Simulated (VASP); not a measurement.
Energy against volume of Ho (hcp). Method: rev-vdW-DF2, VASP's PBE PAW potentials (set 64) (plane waves; VASP). Settings: 520 eV cut-off, 12×12×7 Γ-centred mesh, first-order Methfessel-Paxton smearing of 0.10 eV, potentials Ho_3.

The 4f electrons are frozen in the core of the lanthanide potential, so 4f levels, which can set the real gap, and their magnetism are missing.

Shape and ions are relaxed at each volume.

| V (Å³/atom) | E (eV/atom) |
|---|---|
| 29.228 | -2.26993 |
| 30.132 | -2.27311 |
| 31.036 | -2.26910 |
| 31.940 | -2.25876 |

Task: Fit these four points and predict the energy of the run at 28.324 Å³/atom.

Result: A cubic in V^(−2/3), the third-order Birch-Murnaghan form, passes through the four points with V0 = 30.06 Å³/atom and B0 = 43 GPa, and gives -2.2586 eV/atom there. The run gave -2.2582 eV/atom, +0.3 meV/atom from the fit; all five points give B0 = 43 GPa.

The compound is Ho in the hcp structure. It was relaxed first.
